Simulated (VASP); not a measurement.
Input for VASP

### POSCAR
```
Ag
1
    0.0000000000     1.9613521947     1.9613521947
    1.9613521947     0.0000000000     1.9613521947
    1.9613521947     1.9613521947     0.0000000000
Ag
1
Direct
  0.0000000000   0.0000000000   0.0000000000
```

INCAR:
```
! general
SYSTEM  = Ag
PREC    = Accurate
ENCUT   = 500
LREAL   = .FALSE.
LASPH   = .TRUE.

! electronic loop
EDIFF   = 1E-6
NELM    = 100
ALGO    = Normal
LMAXMIX = 4

! smearing
ISMEAR  = 1
SIGMA   = 0.1

! ions
IBRION  = 2
NSW     = 40
ISIF    = 3
EDIFFG  = -0.02
PSTRESS = 200

! output
LWAVE   = .FALSE.
LCHARG  = .FALSE.
```

KPOINTS:
```
Automatic mesh
0
Gamma
16 16 16
0 0 0
```

POTCAR, in this order: Ag (LDA.64 set). Program: vasp_std.

### Question
Translate this LDA calculation to Ansatz.

### Answer
One equivalent input (not run):
Ansatz 0.2 input:
```yaml
crystal:
  lattice:
    - [0.0000000, 1.9613522, 1.9613522]
    - [1.9613522, 0.0000000, 1.9613522]
    - [1.9613522, 1.9613522, 0.0000000]
  atoms:
    - { symbol: Ag, position: [0.0000000, 0.0000000, 0.0000000] }
kpoints:
  mp_grid: { grid: [16, 16, 16] }
hamiltonian:
  xc: lda
  pseudopotentials: { kind: paw }
scf:
  occupations: { method: methfessel_paxton, width: 0.1 }
  max_iter: 100
relax:
  max_steps: 40
  f_tol: 0.02
  cell: { p_target: 20 }
output: { forces: true, stress: true, eigenvalues: true }
```
The two are equivalent in intent, not identical: each code has its own PAW files, so the cut-off isn't converted (ENCUT is set for VASP's; basis.ecutwfc is left out, and Ansatz then takes the one that its files recommend); Ansatz stops its SCF on the density residual and VASP on the energy change (EDIFF); Ansatz's lda is the Perdew-Wang form, while the LDA potentials of VASP carry Perdew-Zunger's.

The compound is Ag in the fcc structure. This run relaxes it under an external pressure of 20 GPa. Symmetry was kept, so distortions that lower it aren't found.
